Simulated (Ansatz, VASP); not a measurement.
# One calculation of Si, two programs

File INCAR:

```
PREC = Accurate ; ENCUT = 520
EDIFF = 1E-6 ; ISMEAR = 0
SIGMA = 0.1 ; LREAL = False
LASPH = True ; NELM = 100
ALGO = Normal ; ISIF = 2
LWAVE = False ; LCHARG = False
GGA = PE ; IVDW = 12
NBANDS = 11
```

KPOINTS

```
regular mesh
0
Gamma
  6 6 6
```

POSCAR

```
Si
1.0
    0.0000000000      2.7154700000      2.7154700000
    2.7154700000      0.0000000000      2.7154700000
    2.7154700000      2.7154700000      0.0000000000
Si
2
Direct
    0.5000000000      0.5000000000      0.5000000000
    0.7500000000      0.7500000000      0.7500000000
```

Input for Ansatz:

```yaml
crystal:
  lattice:
    - [0.0, 2.71547, 2.71547]
    - [2.71547, 0.0, 2.71547]
    - [2.71547, 2.71547, 0.0]
  atoms:
    - { symbol: Si, position: [0.5, 0.5, 0.5] }
    - { symbol: Si, position: [0.75, 0.75, 0.75] }
basis:
  ecutwfc: 420
kpoints:
  mp_grid: { grid: [6, 6, 6] }
hamiltonian:
  xc: pbe
  dispersion: d3bj
scf:
  occupations: { method: gaussian, width: 0.1 }
output:
  forces: true
  stress: true
  eigenvalues: true
```

Alike in both runs: task single point; functional PBE; dispersion D3(BJ); k mesh 6 × 6 × 6; occupations gaussian, width 0.1 eV; no spin polarisation.

```csv
,VASP,Ansatz
version,VASP 6.6.1,Ansatz 0.2.0
potentials or method,"VASP PAW PBE potentials, release 64 (Si)","scalar-relativistic, plane waves, PAW"
plane-wave cutoff (eV),520,420
valence electrons in the cell,8,8
```

|  | VASP | Ansatz | Ansatz less VASP |
| --- | --- | --- | --- |
| gap on the k mesh at the Fermi level (eV) | 0.71 | 0.71 | -0.002 |
| least direct gap on the mesh (eV) | 2.56 | 2.56 | -0.005 |
| pressure (GPa) | -0.5 | -0.4 | +0.08 |

A k mesh can miss the band edges.
